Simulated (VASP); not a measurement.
# Ca3SiSe (P4mm) in VASP: notebook

The runs below take Ca3SiSe through single point, with PBE.

All numbers are computed with VASP 6.6.1; they aren't measurements. Logs are shortened: lines on timing, memory, paths and dates and some standing lists are left out, and cuts for length are marked.

## (1) The crystal as given

The structure is tetragonal, space group P4mm (No. 99). The conventional cell has a = 4.797 Å, b = 4.797 Å, c = 6.156 Å, α = 90.00°, β = 90.00°, γ = 90.00°. Ca (site symmetry 2mm) is surrounded by 2 Se at 3.00 Å and 2 Si at 3.02 Å and 4 Ca at 3.39 Å. Ca (site symmetry 4mm) is surrounded by 4 Si at 3.54 Å and 4 Ca at 3.71 Å and 4 Se at 3.72 Å. Around Si (site symmetry 4mm) lie 1 Se at 2.51 Å. Around Se (site symmetry 4mm) lie 1 Si at 2.51 Å.

The cell was built by a generator and needn't be a form met in nature.

## (2) Single point, PBE

File INCAR:

```
ALGO = Fast ; EDIFF = 1E-6
ENCUT = 520 ; GGA = PE
ISIF = 2 ; ISMEAR = 0
LASPH = T ; LCHARG = F
LREAL = F ; LWAVE = F
NBANDS = 28 ; NELM = 100
PREC = Accurate ; SIGMA = 0.1
```

File KPOINTS:

```
k-points
0
Gamma
  8 8 6
```

File POSCAR:

```
Ca3SiSe
1.0
    4.7974064261      0.0000000000      0.0000000000
    0.0000000000      4.7974064261      0.0000000000
    0.0000000000      0.0000000000      6.1561243563
Ca Si Se
3 1 1
Direct
    0.5000000000      0.0000000000      0.3828802077
    0.0000000000      0.5000000000      0.3828802077
    0.0000000000      0.0000000000      0.8426357718
    0.5000000000      0.5000000000      0.6808990289
    0.5000000000      0.5000000000      0.0893569138
```

Potentials or basis: VASP PAW PBE potentials, release 64 (Ca_sv, Si, Se).

Command:

```
$ cat potpaw_PBE.64/Ca_sv/POTCAR potpaw_PBE.64/Si/POTCAR potpaw_PBE.64/Se/POTCAR > POTCAR
$ mpirun -np 1 vasp_std > vasp.out
```

OUTCAR:

```text
EDIFF = 1E-6
   ENCUT = 520
   GGA = PE
   ISIF = 2
   ISMEAR = 0
   LASPH = T
   LREAL = F
   NELM = 100
   PREC = Accurate

 ion  position               nearest neighbor table
   1  0.500  0.000  0.383-   4 3.02   4 3.02
   2  0.000  0.500  0.383-   4 3.02   4 3.02
   3  0.000  0.000  0.843-
   4  0.500  0.500  0.681-   5 2.51   2 3.02   1 3.02   1 3.02   2 3.02
   5  0.500  0.500  0.089-   4 2.51

  LATTYP: Found a simple tetragonal cell.
 ALAT       =     4.7974064261
 C/A-ratio  =     1.2832192667

  Lattice vectors:

 A1 = (   4.7974064261,   0.0000000000,   0.0000000000)
 A2 = (   0.0000000000,   4.7974064261,   0.0000000000)
 A3 = (   0.0000000000,   0.0000000000,   6.1561243563)

Analysis of symmetry for initial positions (statically):
=====================================================================
 Subroutine PRICEL returns:
 Original cell was already a primitive cell.

 Routine SETGRP: Setting up the symmetry group for a
 simple tetragonal supercell.

 Subroutine GETGRP returns: Found  8 space group operations
 (whereof  8 operations were pure point group operations)
 out of a pool of 16 trial point group operations.

The static configuration has the point symmetry C_4v.

Analysis of symmetry for dynamics (positions and initial velocities):
=====================================================================
 Subroutine PRICEL returns:
 Original cell was already a primitive cell.

 Routine SETGRP: Setting up the symmetry group for a
 simple tetragonal supercell.

 Subroutine GETGRP returns: Found  8 space group operations
 (whereof  8 operations were pure point group operations)
 out of a pool of 16 trial point group operations.

The dynamic configuration has the point symmetry C_4v.

 Subroutine INISYM returns: Found  8 space group operations
 (whereof  8 operations are pure point group operations),
 and found     1 'primitive' translations

----------------------------------------------------------------------------------------

                                     Primitive cell

  volume of cell :     141.6839

  direct lattice vectors                    reciprocal lattice vectors
     4.797406426  0.000000000  0.000000000     0.208445963  0.000000000  0.000000000
     0.000000000  4.797406426  0.000000000     0.000000000  0.208445963  0.000000000
     0.000000000  0.000000000  6.156124356     0.000000000  0.000000000  0.162439863

  length of vectors
     4.797406426  4.797406426  6.156124356     0.208445963  0.208445963  0.162439863

  position of ions in fractional coordinates (direct lattice)
     0.500000000  0.000000000  0.382880208
     0.000000000  0.500000000  0.382880208
     0.000000000  0.000000000  0.842635772
     0.500000000  0.500000000  0.680899029
     0.500000000  0.500000000  0.089356914

  ion indices of the primitive-cell ions
   primitive index   ion index
                 1           1
                 2           2
                 3           3
                 4           4
                 5           5

----------------------------------------------------------------------------------------

 KPOINTS: k-points

Automatic generation of k-mesh.
 Grid dimensions read from file:
 generate k-points for:    8    8    6

 Generating k-lattice:

  Cartesian coordinates                     Fractional coordinates (reciprocal lattice)
     0.026055745  0.000000000  0.000000000     0.125000000  0.000000000  0.000000000
     0.000000000  0.026055745  0.000000000     0.000000000  0.125000000  0.000000000
     0.000000000  0.000000000  0.027073311     0.000000000  0.000000000  0.166666667

  Length of vectors
     0.026055745  0.026055745  0.027073311

  Shift w.r.t. Gamma in fractional coordinates (k-lattice)
     0.000000000  0.000000000  0.000000000

 Subroutine IBZKPT returns following result:
 ===========================================

 Found     60 irreducible k-points:

 Following reciprocal coordinates:
            Coordinates               Weight
  0.000000  0.000000  0.000000      1.000000
  0.125000  0.000000  0.000000      4.000000
  0.250000  0.000000  0.000000      4.000000
  0.375000  0.000000  0.000000      4.000000
  0.500000  0.000000  0.000000      2.000000
  0.125000  0.125000  0.000000      4.000000
[... 16 lines left out ...]
  0.375000  0.125000  0.166667     16.000000
  0.500000  0.125000  0.166667      8.000000
 [... further k-points ...]
   k-points           NKPTS =     60   k-points in BZ     NKDIM =     60   number of bands    NBANDS=     28
   number of dos      NEDOS =    301   number of ions     NIONS =      5
   total plane-waves  NPLWV =  62208
   dimension x,y,z NGX =    36 NGY =   36 NGZ =   48
   dimension x,y,z NGXF=    72 NGYF=   72 NGZF=   96
   ions per type =               3   1   1
   NGX,Y,Z   is equivalent  to a cutoff of  12.48, 12.48, 12.96 a.u.
   NGXF,Y,Z  is equivalent  to a cutoff of  24.95, 24.95, 25.92 a.u.
 SYSTEM =  unknown system
   PREC   = accura    normal or accurate (medium, high low for compatibility)
   ISTART =      0    job   : 0-new  1-cont  2-samecut
   ICHARG =      2    charge: 1-file 2-atom 10-const
   ISPIN  =      1    spin polarized calculation?
   LNONCOLLINEAR =      F non collinear calculations
   LSORBIT =      F    spin-orbit coupling
   LASPH  =      T    aspherical Exc in radial PAW
   ENCUT  =  520.0 eV  38.22 Ry    6.18 a.u.   8.92  8.92 11.45*2*pi/ulx,y,z
   NELM   =    100;   NELMIN=  2; NELMDL= -5     # of ELM steps
   EDIFF  = 0.1E-05   stopping-criterion for ELM
   LREAL  =      F    real-space projection
   EDIFFG = 0.1E-04   stopping-criterion for IOM
   NSW    =      0    number of steps for IOM
   IBRION =     -1    ionic relax: 0-MD 1-quasi-New 2-CG
   NFREE  =      0    steps in history (QN), initial steepest desc. (CG)
   ISIF   =      2    stress and relaxation
   ISYM   =      2    0-nonsym 1-usesym 2-fastsym
   POTIM  = 0.5000    time-step for ionic-motion
   TEBEG  =    0.0;   TEEND  =   0.0 temperature during run
   PSTRESS=    0.0 pullay stress
   NELECT =      40.0000    total number of electrons
   NUPDOWN=      -1.0000    fix difference up-down
   EMIN   =  10.00;   EMAX   =-10.00  energy-range for DOS
   EFERMI =   0.00;   METHOD = LEGACY
   ISMEAR =     0;   SIGMA  =   0.10  broadening in eV -4-tet -1-fermi 0-gaus
   EFERMI_NEDOS =   21; number of points for ismear=-14 and -15
   IALGO  =     68    algorithm
   IMIX   =      4    mixing-type and parameters
     AMIX     =   0.40;   BMIX     =  1.00
     AMIX_MAG =   1.60;   BMIX_MAG =  1.00
  volume/ion in A,a.u.               =      28.34       191.23
  Fermi-wavevector in a.u.,A,eV,Ry     =   1.073960  2.029490 15.692819  1.153390
  Thomas-Fermi vector in A             =   2.209774
   LORBIT       =      0    0 simple, 1 ext, 2 COOP (PROOUT), +10 PAW based schemes
   GGA     = PE    functional components
   LHFCALC =     F    Hartree Fock is set to
   AEXX    =    0.0000 exact exchange contribution
   IVDW    =     0    specifies the selected vdW correction
   LEPSILON=     F    determine dielectric tensor
   LRPA    =     F    only Hartree local field effects (RPA)
 non-spin polarized calculation
 RMM-DIIS sequential band-by-band and
 Gauss-broadening in eV      SIGMA  =   0.10
  energy-cutoff  :      520.00
  volume of cell :      141.68
 maximum number of plane-waves:      3840
 NGX is ok and might be reduce to    36
   NGX = 17   NGY = 17   NGZ = 23

 number of electron      39.9999991 magnetization

 Free energy of the ion-electron system (eV)
  ---------------------------------------------------
  ext. energy  EPLUGINS =         0.00000000
  ---------------------------------------------------
  free energy    TOTEN  =       -17.78676770 eV

  energy without entropy =      -17.77636802  energy(sigma->0) =      -17.78156786

 E-fermi :   3.7204     XC(G=0):  -8.7973

 val. band max:        3.6955682440   @ k =   0.1250   0.1250   0.3333
 cond. band min:       3.7300665278   @ k =   0.3750   0.1250   0.3333
 fundamental gap:      0.0344982839
 Fermi energy:         3.7203677808

 k-point     1 :       0.0000    0.0000    0.0000
  band No.  band energies     occupation
      1     -38.3056      2.00000
      2     -37.4422      2.00000
      3     -37.3839      2.00000
      4     -19.3028      2.00000
      5     -19.3028      2.00000
      6     -19.2707      2.00000
[... 20 lines left out ...]
     27       6.6036      0.00000
     28       6.7965      0.00000

 k-point     2 :       0.1250    0.0000    0.0000
  band No.  band energies     occupation
      1     -38.3055      2.00000
      2     -37.4400      2.00000
      3     -37.3861      2.00000
      4     -19.3039      2.00000
      5     -19.3026      2.00000
      6     -19.2702      2.00000
[... 20 lines left out ...]
     27       6.6522      0.00000
     28       6.8653      0.00000

 k-point     3 :       0.2500    0.0000    0.0000
  band No.  band energies     occupation
      1     -38.3054      2.00000
      2     -37.4336      2.00000
      3     -37.3923      2.00000
      4     -19.3067      2.00000
      5     -19.3022      2.00000
      6     -19.2690      2.00000
[... 20 lines left out ...]
     27       6.6215      0.00000
     28       7.0020      0.00000

 k-point     4 :       0.3750    0.0000    0.0000
  band No.  band energies     occupation
      1     -38.3054      2.00000
      2     -37.4240      2.00000
      3     -37.4017      2.00000
      4     -19.3094      2.00000
      5     -19.3019      2.00000
      6     -19.2679      2.00000
[... 20 lines left out ...]
     27       6.5861      0.00000
     28       7.0007      0.00000

 k-point     5 :       0.5000    0.0000    0.0000
  band No.  band energies     occupation
      1     -38.3053      2.00000
      2     -37.4130      2.00000
      3     -37.4127      2.00000
      4     -19.3106      2.00000
      5     -19.3017      2.00000
      6     -19.2674      2.00000
[... 20 lines left out ...]
     27       6.6429      0.00000
     28       6.6977      0.00000

 k-point     6 :       0.1250    0.1250    0.0000
  band No.  band energies     occupation
      1     -38.3055      2.00000
      2     -37.4379      2.00000
      3     -37.3881      2.00000
      4     -19.3039      2.00000
      5     -19.3036      2.00000
      6     -19.2697      2.00000
[... 463 lines left out ...]
      5     -19.3035      2.00000
      6     -19.2689      2.00000
[... 20 lines left out ...]
     27       6.5257      0.00000
     28       6.7111      0.00000

 k-point    22 :       0.2500    0.1250    0.1667
  band No.  band energies     occupation
      1     -38.3054      2.00000
      2     -37.4320      2.00000
      3     -37.3939      2.00000
      4     -19.3066      2.00000
      5     -19.3033      2.00000
      6     -19.2682      2.00000
[... 20 lines left out ...]
     27       6.5822      0.00000
     28       6.8576      0.00000

 k-point    23 :       0.3750    0.1250    0.1667
  band No.  band energies     occupation
      1     -38.3053      2.00000
      2     -37.4232      2.00000
      3     -37.4025      2.00000
      4     -19.3096      2.00000
      5     -19.3029      2.00000
      6     -19.2675      2.00000
[... 20 lines left out ...]
     27       6.4637      0.00000
     28       6.8501      0.00000

 k-point    24 :       0.5000    0.1250    0.1667
  band No.  band energies     occupation
      1     -38.3053      2.00000
      2     -37.4129      2.00000
      3     -37.4127      2.00000
      4     -19.3108      2.00000
      5     -19.3027      2.00000
      6     -19.2672      2.00000
[... 20 lines left out ...]
     27       6.5507      0.00000
     28       6.7200      0.00000

 [... further k-points ...]

------------------------ aborting loop because EDIFF is reached ----------------------------------------

  FORCE on cell =-STRESS in cart. coord.  units (eV):
  Direction    XX          YY          ZZ          XY          YZ          ZX
  --------------------------------------------------------------------------------------
  -------------------------------------------------------------------------------------
  Total        0.0521837      0.0521837      0.0704161      0.0000000      0.0000000      0.0000000
  in kB        0.5900996      0.5900996      0.7962737      0.0000000      0.0000000      0.0000000
  external PRESSURE =       0.6588243 kB  Pullay stress =       0.0000000 kB

 VOLUME and BASIS-vectors are now :
 -----------------------------------------------------------------------------
  energy-cutoff  :      520.00
  volume of cell :      141.68
      direct lattice vectors                 reciprocal lattice vectors
     4.797406426  0.000000000  0.000000000     0.208445963  0.000000000  0.000000000
     0.000000000  4.797406426  0.000000000     0.000000000  0.208445963  0.000000000
     0.000000000  0.000000000  6.156124356     0.000000000  0.000000000  0.162439863

 POSITION                                       TOTAL-FORCE (eV/Angst)
 -----------------------------------------------------------------------------------
      2.39870      0.00000      2.35706         0.000000     -0.000000      0.000902
      0.00000      2.39870      2.35706         0.000000      0.000000      0.000902
      0.00000      0.00000      5.18737        -0.000000     -0.000000      0.007711
      2.39870      2.39870      4.19170         0.000000      0.000000      0.004478
      2.39870      2.39870      0.55009         0.000000      0.000000     -0.013993
 -----------------------------------------------------------------------------------
    total drift:                                0.000000      0.000000      0.000148

  FREE ENERGIE OF THE ION-ELECTRON SYSTEM (eV)
  ---------------------------------------------------
  free  energy   TOTEN  =       -17.7867676998 eV

  energy  without entropy=      -17.7763680241  energy(sigma->0) =      -17.78156786
```

It took 3.6 min on 1 thread of AMD EPYC 9R45 (Zen 5), shared host; peak memory 0.36 GiB.

Results:

| Property | Result |
| --- | --- |
| Free energy | -17.7868 eV |
| Pressure | 0.1 GPa |
| Largest force | 0.014 eV/Å |
| Band gap on the k mesh | none (metal or under the smearing width) |

Forces on the atoms (eV/Å):
```
Ca   0.000  0.000  0.001
Ca   0.000  0.000  0.001
Ca   0.000  0.000  0.008
Si   0.000  0.000  0.004
Se   0.000  0.000 -0.014
```

## (3) Single point, PBE (random cell by space group and Wyckoff sites (P4mm, No. 99))

File INCAR:

```
SYSTEM = Ca3SiSe
  PREC = Accurate
  ENCUT = 520
  EDIFF = 1E-7
  ISMEAR = 0
  SIGMA = 0.1
  LREAL = .FALSE.
  LASPH = .TRUE.
  NELM = 100
  ALGO = Fast
  ISIF = 2
  LWAVE = .FALSE.
  LCHARG = .FALSE.
  GGA = PE
  NBANDS = 28
```

File KPOINTS:

```
regular mesh
0
G
  8 8 6
  0 0 0
```

POSCAR is that of step 2.

Potentials or basis: VASP PAW PBE potentials, release 64 (Ca_sv, Si, Se).

Command:

```
$ cat potpaw_PBE.64/Ca_sv/POTCAR potpaw_PBE.64/Si/POTCAR potpaw_PBE.64/Se/POTCAR > POTCAR
$ mpirun -np 1 vasp_std > vasp.out
```

Run time: 4.6 min. Hardware: 1 thread of AMD EPYC 9R45 (Zen 5), shared host; peak memory 0.36 GiB.

The run converged. Its results:

| Property | Result |
| --- | --- |
| Free energy | -17.7868 eV |
| Pressure | 0.1 GPa |
| Largest force | 0.014 eV/Å |
| Band gap on the k mesh | none (metal or under the smearing width) |

Forces on the atoms (eV/Å):
```
Ca   0.000  0.000  0.000
Ca   0.000  0.000  0.000
Ca   0.000  0.000  0.010
Si   0.000  0.000  0.004
Se   0.000  0.000 -0.014
```

Levels at points of the mesh, in eV from the Fermi level:
| k point | band 18 | band 19 | band 20 | band 21 | band 22 | band 23 |
| --- | --- | --- | --- | --- | --- | --- |
| (0.00, 0.00, 0.00) | -1.78 | -0.74 | -0.74 | 0.51 | 0.76 | 1.12 |
| (0.50, 0.00, 0.00) | -1.65 | -0.55 | -0.30 | 0.98 | 1.57 | 1.78 |
| (0.50, 0.50, 0.00) | -1.18 | -1.18 | -0.75 | 0.49 | 1.13 | 1.13 |
| (0.00, 0.00, 0.50) | -1.42 | -0.79 | -0.48 | -0.48 | 0.28 | 1.05 |
| (0.50, 0.00, 0.50) | -2.53 | -0.50 | -0.15 | 0.54 | 1.21 | 1.23 |
| (0.50, 0.50, 0.50) | -2.05 | -2.05 | -0.61 | 0.22 | 0.68 | 1.94 |
